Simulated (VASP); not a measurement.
Wanted: the native input for a VASP 6.6.1 run.

```yaml
Task: relaxation of the atoms
Functional: r2SCAN
Potentials_or_basis: VASP PAW PBE potentials, release 64 (W_sv, Au)
Cutoff: 520 eV
k_mesh: 6 × 6 × 6
Occupations: methfessel-paxton, width 0.1 eV
Spin: no spin polarisation
Further_INCAR_settings: ALGO = Normal; EDIFF = 1e-06; IBRION = 2; EDIFFG = -0.01; NSW = 60
```

The structure of WAu lies in POSCAR:

```
WAu
1.0
    0.0000000000      2.9092100000      2.9092100000
    2.9092100000      0.0000000000      2.9092100000
    2.9092100000      2.9092100000      0.0000000000
W Au
1 1
Direct
   -0.0347300000      0.0164010000      0.0365240000
    0.7590660000      0.7263970000      0.7757680000
```

The cell was built by a generator and needn't be a form met in nature.

The cell isn't the ideal one: atoms moved at random, drawn with an rms of 0.1 Å.

One way to write it, as run:

INCAR

```
SYSTEM = WAu
PREC     = Accurate       ! precision mode
ENCUT    = 520            ! plane-wave cutoff, eV
EDIFF    = 1E-6           ! SCF threshold, eV
ISMEAR   = 1              ! smearing method
SIGMA    = 0.1            ! smearing width, eV
LREAL    = .FALSE.        ! projectors in reciprocal space
LASPH    = .TRUE.         ! aspherical terms in the spheres
NELM     = 80             ! most SCF steps
ALGO     = Normal         ! electronic algorithm
ISIF     = 2              ! what is computed and relaxed
LWAVE    = .FALSE.        ! write WAVECAR
LCHARG   = .FALSE.        ! write CHGCAR
METAGGA  = R2SCAN         ! meta-GGA
LMIXTAU  = .TRUE.       
IBRION   = 2              ! ionic algorithm
NSW      = 60             ! ionic steps
EDIFFG   = -0.01          ! ionic threshold
```

KPOINTS

```
Automatic mesh
0
G
  6 6 6
  0 0 0
```

Potentials or basis: VASP PAW PBE potentials, release 64 (W_sv, Au).

Run with:

```bash
$ cat potpaw_PBE.64/W_sv/POTCAR potpaw_PBE.64/Au/POTCAR > POTCAR
$ mpirun -np 1 vasp_std > vasp.out
```

Results of the run:

```json
{
 "Energy gained by relaxing": "98.2 meV/atom",
 "Ionic steps": "7",
 "Pressure after relaxing": "-2.9 GPa",
 "Largest force after relaxing": "0.009 eV/Å",
 "Band gap on the k mesh": "none (metal or under the smearing width)"
}
```

Caveat: the PAW data sets were made with another functional, which shifts forces and pressure a little.

It took 18 min on 1 thread of Intel(R) Xeon(R) Platinum 8559C (Emerald Rapids), on a shared host, peak memory 0.26 GiB.
